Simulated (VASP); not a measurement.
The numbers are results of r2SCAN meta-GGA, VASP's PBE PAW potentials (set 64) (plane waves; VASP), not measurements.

VASP ran on this input.

### POSCAR
```
Bi
1.0
  2.2710591215   1.3111962073   4.0581682205
 -2.2710591215   1.3111962073   4.0581682205
  0.0000000000  -2.6223934397   4.0581682294
Bi
2
Cartesian
  0.0000000000  -0.0000002386   2.8334320783
 -0.0000000000  -0.0000007865   9.3410725921
```

File KPOINTS:
```
Automatic mesh
0
Gamma
6 6 6
0 0 0
```

INCAR:
```
! general
SYSTEM   =  Bi
PREC     =  Accurate
ENCUT    =  400
LREAL    =  .FALSE.
LASPH    =  .TRUE.

! electronic loop
EDIFF    =  1E-6
NELM     =  100
ALGO     =  Normal
LMAXMIX  =  4
LMIXTAU  =  .TRUE.

! smearing
ISMEAR   =  0
SIGMA    =  0.05

! functional
METAGGA  =  R2SCAN

! ions
IBRION   =  2
NSW      =  60
ISIF     =  3
EDIFFG   =  -0.01

! output
LWAVE    =  .FALSE.
LCHARG   =  .FALSE.
```

POTCAR, in this order: Bi_d (PBE.64 set). Program: vasp_std.

**Question.** What will the output report for the number of irreducible k-points (NKPTS), number of bands (NBANDS), largest plane-wave count, number of space-group operations, FFT grid (NGX, NGY, NGZ)?

**Answer.** 
| Item | Value |
|---|---|
| number of irreducible k-points (NKPTS) | 32 |
| number of bands (NBANDS) | 19 |
| largest plane-wave count | 1352 |
| number of space-group operations | 12 |
| FFT grid (NGX, NGY, NGZ) | 32 × 32 × 32 |

The structure comes from a measured Bi entry (R-3m) of the Crystallography Open Database, whose conditions weren't checked. This run relaxes it. Symmetry was kept, so distortions that lower it aren't found. The start is the result of an earlier pass.
